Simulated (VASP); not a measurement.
A run of VASP 6.6.1 is set up as follows.

The input INCAR:

```
ALGO = Normal
EDIFF = 1E-7
ENCUT = 520
GGA = PS
ISIF = 2
ISMEAR = -1
LASPH = T
LCHARG = F
LEFG = T
LREAL = F
LWAVE = F
NELM = 80
PREC = Accurate
SIGMA = 0.05
```

File KPOINTS:

```
k-points
0
Gamma
  10 10 6
```

POSCAR

```
La
1.0
    3.7500000000      0.0000000000      0.0000000000
   -1.8750000000      3.2475952642      0.0000000000
    0.0000000000      0.0000000000      6.0700000000
La
2
Direct
    0.3333333333      0.6666666667      0.2500000000
    0.6666666667      0.3333333333      0.7500000000
```

Potentials or basis: VASP PAW PBE potentials, release 64 (La).

Run with:

```sh
$ cat potpaw_PBE.64/La/POTCAR > POTCAR
$ mpirun -np 1 vasp_std > vasp.out
```

**Question.** Estimate the pressure.

**Answer.** -1.7 GPa.

**Question.** What does it give for the band gap on the k mesh?

**Answer.** None (metal or under the smearing width).

Electric field gradients, principal values (V/Å²):
```
atom     Vxx     Vyy    Vzz
1 La  -2.840  -2.842  5.682
2 La  -2.840  -2.842  5.682
```

Caveat: the PAW data sets were made with another functional, which shifts forces and pressure a little. Spin-orbit coupling is left out, which matters for the levels of La.
